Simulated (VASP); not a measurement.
Crystal: Ta2SiO3.

```xyz
6
Lattice="5.1179 0.0000 0.0000 -2.5590 4.4323 0.0000 0.0000 0.0000 3.0832" Properties=species:S:1:pos:R:3 pbc="T T T"
Ta    0.0000    2.9548    0.0000
Ta    2.5590    1.4774    0.0000
Si    0.0000    0.0000    0.0000
O     2.5590    0.0000    1.5416
O     1.2795    2.2161    1.5416
O    -1.2795    2.2161    1.5416
```

The cell was built by a generator and needn't be a form met in nature.

* Program: VASP 6.6.1
* Task: relaxation of cell and atoms
* Functional: PBE
* Potentials or basis: VASP PAW PBE potentials, release 64 (Ta_pv, Si, O)
* Cutoff: 520 eV
* k mesh: 3 × 3 × 5
* Occupations: gaussian, width 0.15 eV
* Spin: no spin polarisation

At the start: pressure 6.4 GPa; volume 11.66 Å³/atom.

Problem. How do energy, volume and symmetry change on relaxing?

Solution. Over 3 steps the energy falls by 7.0 meV/atom and the volume is 11.96 Å³/atom (+2.6 %); space group P6/mmm (No. 191, to 0.05 Å).

Step by step:
```
step  energy change (eV)  largest force (eV/Å)  pressure (GPa)  volume (Å³)
   1              0.0000                0.0000            6.39        69.94
   2              0.0558                0.0000           -9.04        74.74
   3             -0.0420                0.0000           -0.02        71.77
```

Final structure:
```yaml
crystal:
  lattice:
    - [5.14851, 0.00000, 0.00000]
    - [-2.57426, 4.45874, 0.00000]
    - [0.00000, 0.00000, 3.12662]
  atoms:
    - { symbol: Ta, position: [0.33333, 0.66667, 0.00000] }
    - { symbol: Ta, position: [0.66667, 0.33333, 0.00000] }
    - { symbol: Si, position: [0.00000, 0.00000, 0.00000] }
    - { symbol: O, position: [0.50000, 0.00000, 0.50000] }
    - { symbol: O, position: [0.50000, 0.50000, 0.50000] }
    - { symbol: O, position: [0.00000, 0.50000, 0.50000] }
```

Caveat: the k mesh is coarse (spacing up to 0.47 Å⁻¹), so the values aren't converged.
